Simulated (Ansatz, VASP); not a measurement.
## Cs3Pt in VASP and in Ansatz

Contents of INCAR:

```
SYSTEM = Cs3Pt
PREC = Accurate
ENCUT = 520
EDIFF = 1E-7
ISMEAR = -1
SIGMA = 0.05
LREAL = .False.
LASPH = .True.
NELM = 80
ALGO = Normal
ISIF = 2
LWAVE = .False.
LCHARG = .False.
GGA = PE
NBANDS = 26
```

KPOINTS

```
regular mesh
0
Gamma
  5 5 5
  0 0 0
```

POSCAR

```
Cs3Pt
1.0
    5.6995670360      0.0000000000      0.0000000000
    0.0000000000      5.6995670360      0.0000000000
    0.0000000000      0.0000000000      5.6995670360
Pt Cs
1 3
Direct
    0.5000000000      0.5000000000      0.5000000000
    0.5000000000      0.0000000000      0.0000000000
    0.0000000000      0.5000000000      0.0000000000
    0.0000000000      0.0000000000      0.5000000000
```

File input.yaml:

```yaml
crystal:
  lattice:
    - [5.699567036, 0.0, 0.0]
    - [0.0, 5.699567036, 0.0]
    - [0.0, 0.0, 5.699567036]
  atoms:
    - { symbol: Pt, position: [0.5, 0.5, 0.5] }
    - { symbol: Cs, position: [0.5, 0.0, 0.0] }
    - { symbol: Cs, position: [0.0, 0.5, 0.0] }
    - { symbol: Cs, position: [0.0, 0.0, 0.5] }
hamiltonian:
  xc: pbe
  pseudopotentials: { kind: paw }
kpoints:
  mp_grid: { grid: [5, 5, 5] }
scf:
  occupations: { method: fermi_dirac, width: 0.05 }
output:
  forces: true
  stress: true
  eigenvalues: true
```

Change from the starting cell: volume scaled by 0.96.

Alike in both runs: task single point; functional PBE; k mesh 5 × 5 × 5; occupations fermi-dirac, width 0.05 eV; no spin polarisation.

|  | VASP | Ansatz |
| --- | --- | --- |
| version | VASP 6.6.1 | Ansatz 0.2.0 |
| potentials or method | VASP PAW PBE potentials, release 64 (Pt, Cs_sv) | Ansatz PAW |
| plane-wave cutoff (eV) | 520 | 420 |
| valence electrons in the cell | 37 | 45 |

|  | VASP | Ansatz | Ansatz less VASP |
| --- | --- | --- | --- |
| gap on the k mesh at the Fermi level (eV) | none | none | - |
| pressure (GPa) | 0.1 | 0.1 | -0.04 |

A gap of «none» marks a metal or a gap that the smearing closes. With one functional, cell and mesh, what is left measures potentials, basis and numerics. The two sets of potentials don't hold the same shells in valence.

Spin-orbit coupling is left out, which matters for the levels of Cs, Pt.
